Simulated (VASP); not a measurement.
Given:

```xyz
1
Lattice="0.0000 1.9902 1.9902 1.9902 0.0000 1.9902 1.9902 1.9902 0.0000" Properties=species:S:1:pos:R:3 pbc="T T T"
Al     0.0000     0.0000     0.0000
```

These are LDA (Ceperley-Alder, Perdew-Zunger), VASP's LDA PAW potentials (set 64) (plane waves; VASP) values and carry that method's errors. Numerical set-up: 400 eV cut-off, 18×18×18 Γ-centred mesh, tetrahedra with Blöchl corrections, potentials Al.

Predict the energy per atom (σ→0), band gap (on the k-mesh) with the smallest direct gap where there is one.

```yaml
band gap (on the k-mesh): none (metal, semimetal or under 0.01 eV)
energy per atom (σ→0): -4.192 eV/atom
```

Total energies compare only between runs with the same potentials, cut-off and functional.

The structure comes from a computed database's Al entry (Fm-3m); how it stands against other phases isn't given here. It was relaxed first.
